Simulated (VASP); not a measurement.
Calculation: PBE GGA, VASP's PBE PAW potentials (set 64) (plane waves; VASP 6.6.1).

VASP ran on this input.

File POSCAR:
```
Na
1
   -2.0944647263     2.0944647263     2.0944647263
    2.0944647263    -2.0944647263     2.0944647263
    2.0944647263     2.0944647263    -2.0944647263
Na
1
Direct
  0.0000000000   0.0000000000   0.0000000000
```

### KPOINTS
```
Automatic mesh
0
Gamma
14 14 14
0 0 0
```

**INCAR**
```
! general
SYSTEM  =  Na
PREC    =  Normal
ENCUT   =  400
LREAL   =  .FALSE.
LASPH   =  .TRUE.

! electronic loop
EDIFF   =  1E-5
NELM    =  100
NELMIN  =  4
ALGO    =  Fast

! smearing
ISMEAR  =  1
SIGMA   =  0.1

! functional
GGA     =  PE

! ions
IBRION  =  2
NSW     =  20
ISIF    =  2
EDIFFG  =  -0.03

! output
LWAVE   =  .FALSE.
LCHARG  =  .FALSE.
```

POTCAR, in this order: Na_pv (PBE.64 set). Program: vasp_std.

Output of the run:

**OUTCAR**
```
 ion  position               nearest neighbor table
   1  0.000  0.000  0.000-
  LATTYP: Found a body centered cubic cell.
 ALAT       =     4.1889294526
 Subroutine PRICEL returns:
 Original cell was already a primitive cell.
 Subroutine GETGRP returns: Found 48 space group operations
The static configuration has the point symmetry O_h .
The dynamic configuration has the point symmetry O_h .
 Subroutine INISYM returns: Found 48 space group operations
 Subroutine IBZKPT returns following result:
 Found    104 irreducible k-points:

 Following reciprocal coordinates:
            Coordinates               Weight
  0.000000  0.000000  0.000000      1.000000
  0.071429  0.000000  0.000000     12.000000
  0.142857  0.000000  0.000000     12.000000
  0.214286  0.000000  0.000000     12.000000
  0.285714  0.000000  0.000000     12.000000
  0.357143  0.000000  0.000000     12.000000
  0.428571  0.000000  0.000000     12.000000
  0.500000  0.000000  0.000000      6.000000
  0.071429  0.071429  0.000000     24.000000
  0.142857  0.071429  0.000000     48.000000
  0.214286  0.071429 -0.000000     48.000000
  0.285714  0.071429  0.000000     48.000000
  0.357143  0.071429  0.000000     48.000000
  0.428571  0.071429  0.000000     48.000000
  0.142857  0.142857  0.000000     24.000000
  0.214286  0.142857  0.000000     48.000000
  0.285714  0.142857  0.000000     48.000000
  0.357143  0.142857  0.000000     48.000000
  0.428571  0.142857 -0.000000     24.000000
  0.214286  0.214286  0.000000     24.000000
  0.285714  0.214286  0.000000     48.000000
  0.357143  0.214286 -0.000000     48.000000
  0.285714  0.285714  0.000000     24.000000
  0.357143  0.285714  0.000000     24.000000
  0.071429  0.071429  0.071429      8.000000
  0.142857  0.071429  0.071429     24.000000
  0.214286  0.071429  0.071429     24.000000
  0.285714  0.071429  0.071429     24.000000
  0.357143  0.071429  0.071429     24.000000
  0.428571  0.071429  0.071429     12.000000
 -0.071429  0.071429  0.071429      6.000000
  0.142857  0.142857  0.071429     24.000000
  0.214286  0.142857  0.071429     48.000000
  0.285714  0.142857  0.071429     48.000000
  0.357143  0.142857  0.071429     48.000000
 -0.142857  0.142857  0.071429     24.000000
  0.214286  0.214286  0.071429     24.000000
  0.285714  0.214286  0.071429     48.000000
  0.357143  0.214286  0.071429     24.000000
 -0.214286  0.214286  0.071429     24.000000
   k-points           NKPTS =    104   k-points in BZ     NKDIM =    104   number of bands    NBANDS=      7
   number of dos      NEDOS =    301   number of ions     NIONS =      1
   total plane-waves  NPLWV =   5832
   dimension x,y,z NGX =    18 NGY =   18 NGZ =   18
   dimension x,y,z NGXF=    36 NGYF=   36 NGZF=   36
   ions per type =               1
   PREC   = normal    normal or accurate (medium, high low for compatibility)
   ISTART =      0    job   : 0-new  1-cont  2-samecut
   ICHARG =      2    charge: 1-file 2-atom 10-const
   ISPIN  =      1    spin polarized calculation?
   LNONCOLLINEAR =      F non collinear calculations
   LSORBIT =      F    spin-orbit coupling
   INIWAV =      1    electr: 0-lowe 1-rand  2-diag
   ENCUT  =  400.0 eV  29.40 Ry    5.42 a.u.   5.92  5.92  5.92*2*pi/ulx,y,z
   NELM   =    100;   NELMIN=  4; NELMDL= -5     # of ELM steps
   EDIFF  = 0.1E-04   stopping-criterion for ELM
   LREAL  =      F    real-space projection
   NLSPLINE    = F    spline interpolate recip. space projectors
   LMAXMIX     =    2 max onsite mixed and CHGCAR
   VOSKOWN=      0    Vosko Wilk Nusair interpolation
...
```

File OSZICAR:
```
       N       E                     dE             d eps       ncg     rms          rms(c)
DAV:   1     0.169685947398E+02    0.16969E+02   -0.35984E+03  1484   0.694E+02
DAV:   2    -0.969778916994E+00   -0.17938E+02   -0.17930E+02  1519   0.129E+02
DAV:   3    -0.130831880349E+01   -0.33854E+00   -0.33854E+00  1918   0.251E+01
DAV:   4    -0.131129620800E+01   -0.29774E-02   -0.29774E-02  1799   0.204E+00
DAV:   5    -0.131133816264E+01   -0.41955E-04   -0.41955E-04  1869   0.205E-01    0.209E-01
RMM:   6    -0.131113127250E+01    0.20689E-03   -0.33369E-04  1486   0.276E-01    0.140E-01
RMM:   7    -0.131091361222E+01    0.21766E-03   -0.73724E-04  1474   0.347E-01    0.158E-02
RMM:   8    -0.131091680534E+01   -0.31931E-05   -0.16597E-04  1475   0.321E-01    0.466E-03
RMM:   9    -0.131092008673E+01   -0.32814E-05   -0.37391E-05  1414   0.935E-02
   1 F= -.13109201E+01 E0= -.13106941E+01  d E =-.131092E+01
```

OUTCAR:
```
------------------------ aborting loop because EDIFF is reached ----------------------------------------
  FORCE on cell =-STRESS in cart. coord.  units (eV):
  Direction    XX          YY          ZZ          XY          YZ          ZX
  --------------------------------------------------------------------------------------
  Total        0.0040847      0.0040847      0.0040847      0.0000000      0.0000000      0.0000000
  in kB        0.1780717      0.1780717      0.1780717      0.0000000      0.0000000      0.0000000
  external PRESSURE =       0.1780717 kB  Pullay stress =       0.0000000 kB
  volume of cell :       36.75
      direct lattice vectors                 reciprocal lattice vectors
    -2.094464726  2.094464726  2.094464726     0.000000000  0.238724479  0.238724479
     2.094464726 -2.094464726  2.094464726     0.238724479  0.000000000  0.238724479
     2.094464726  2.094464726 -2.094464726     0.238724479  0.238724479  0.000000000
 POSITION                                       TOTAL-FORCE (eV/Angst)
 -----------------------------------------------------------------------------------
      0.00000      0.00000      0.00000         0.000000      0.000000      0.000000
 -----------------------------------------------------------------------------------
    total drift:                                0.000000      0.000000      0.000000
  FREE ENERGIE OF THE ION-ELECTRON SYSTEM (eV)
  ---------------------------------------------------
  free  energy   TOTEN  =        -1.3109200867 eV

  energy  without entropy=       -1.3102420705  energy(sigma->0) =       -1.31069408

 reached required accuracy - stopping structural energy minimisation
```
(Selected blocks of OUTCAR.)

The compound is Na in the bcc structure. It was relaxed first.
